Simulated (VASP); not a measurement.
Consider the following.

```xyz
2
Lattice="3.2750 0.0000 0.0000 0.0000 3.2750 0.0000 0.0000 0.0000 3.2750" Properties=species:S:1:pos:R:3 pbc="T T T"
In     1.6375     1.6375     1.6375
Pd     0.0000     0.0000     0.0000
```

Method: optB86b-vdW, VASP's PBE PAW potentials (set 64) (plane waves; VASP). Settings: 520 eV cut-off, 11×11×11 Γ-centred mesh, first-order Methfessel-Paxton smearing of 0.10 eV, potentials In_d Pd.

**Question.** Give the energy at these volumes per atom, relative to the lowest: 16.55, 17.08, 17.61, 18.13, 18.66 Å³.

**Answer.** 25.6, 5.4, 0.0, 6.5, 23.4 meV/atom. A third-order Birch-Murnaghan fit gives B0 = 124 GPa and B0′ = 5.3.

The compound is PdIn in the CsCl type structure. It was relaxed first.
